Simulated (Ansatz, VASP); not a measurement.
# HfHF3: VASP beside Ansatz

```
Hf H F
1.0
     3.72207    0.00000    0.00000
     0.00000    3.72207    0.00000
     0.00000    0.00000    4.18307
Hf H F
1 1 3
Cartesian
  1.8610 1.8610 2.0915
  0.0000 0.0000 0.0000
  0.0000 0.0000 2.0915
  0.0000 1.8610 0.0000
  1.8610 0.0000 0.0000
```

Change from the starting cell: species swapped into the KCrF3 type (P4/mmm, No. 123).

Alike in both runs: task single point; functional PBE; k mesh 6 × 6 × 4; occupations gaussian, width 0.1 eV; no spin polarisation.

```csv
,VASP,Ansatz
version,VASP 6.6.1,Ansatz 0.2.0
potentials or method,"VASP PAW PBE potentials, release 64 (Hf_pv, H, F)","scalar-relativistic, plane waves, PAW"
plane-wave cutoff (eV),520,420
valence electrons in the cell,32,48
```

|  | VASP | Ansatz | Ansatz less VASP |
| --- | --- | --- | --- |
| gap on the k mesh at the Fermi level (eV) | none | none | - |
| pressure (GPa) | -18.0 | -17.1 | +0.92 |
| largest component of the traceless stress (GPa) | 3.91 | 3.83 | -0.079 |

A gap of «none» marks a metal or a gap that the smearing closes. The two sets of potentials don't hold the same shells in valence.

Caveats: the k mesh is coarse (spacing up to 0.38 Å⁻¹), so the values aren't converged; so large a pressure means that the cell lies far from this level's equilibrium, or that cutoff or potentials fall short (VASP). The runs have no spin-orbit coupling, so splittings on Hf are missing.
